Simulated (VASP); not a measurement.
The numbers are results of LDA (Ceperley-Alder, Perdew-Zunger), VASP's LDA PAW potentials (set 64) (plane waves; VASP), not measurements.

The input files of a VASP run:

**KPOINTS**
```
Automatic
0
Gamma
10 10 8
```

### POSCAR
```
MgB2
1
    1.5195523071    -2.6319413277     0.0000000000
    1.5195523071     2.6319413277    -0.0000000000
    0.0000000000     0.0000000000     3.4301242393
Mg B
1 2
Direct
  0.0000000000   0.0000000000   1.0000000000
  0.3333330000   0.6666670000   0.5000000000
  0.6666670000   0.3333330000   0.5000000000
```

**INCAR**
```
SYSTEM=MgB2
PREC=Accurate; ENCUT=520; LREAL=.FALSE.
LASPH=.TRUE.
EDIFF=1E-6; NELM=100; ALGO=Normal
ISMEAR=1; SIGMA=0.1
IBRION=2; NSW=60; ISIF=3
EDIFFG=-0.02
LWAVE=.FALSE.; LCHARG=.FALSE.
```

POTCAR, in this order: Mg B (LDA.64 set). Program: vasp_std.

Question: Estimate the energy per atom (σ→0), band gap (on the k-mesh).

Answer: 
```json
{
  "energy per atom (σ→0)": "-5.762 eV/atom",
  "band gap (on the k-mesh)": "none (metal, semimetal or under 0.01 eV)"
}
```

OSZICAR:
```
...
DAV:   6    -0.175862286936E+02    0.16131E+01   -0.27205E+00  1240   0.919E+00    0.242E+00
DAV:   7    -0.172932685798E+02    0.29296E+00   -0.14192E+00  1360   0.650E+00    0.654E-01
DAV:   8    -0.172912396011E+02    0.20290E-02   -0.85050E-02  1200   0.201E+00    0.312E-01
DAV:   9    -0.172856049808E+02    0.56346E-02   -0.16766E-02  1240   0.715E-01    0.511E-02
DAV:  10    -0.172855265363E+02    0.78444E-04   -0.10582E-03  1608   0.212E-01    0.194E-02
DAV:  11    -0.172855158076E+02    0.10729E-04   -0.55194E-05  1216   0.510E-02    0.162E-03
DAV:  12    -0.172855158406E+02   -0.32947E-07   -0.10010E-06  1152   0.764E-03
   1 F= -.17285516E+02 E0= -.17285686E+02  d E =-.172855E+02
```

The compound is MgB2 in the AlB2 type structure. It was relaxed first, which changed the volume by -6 %. The start is the result of an earlier pass.
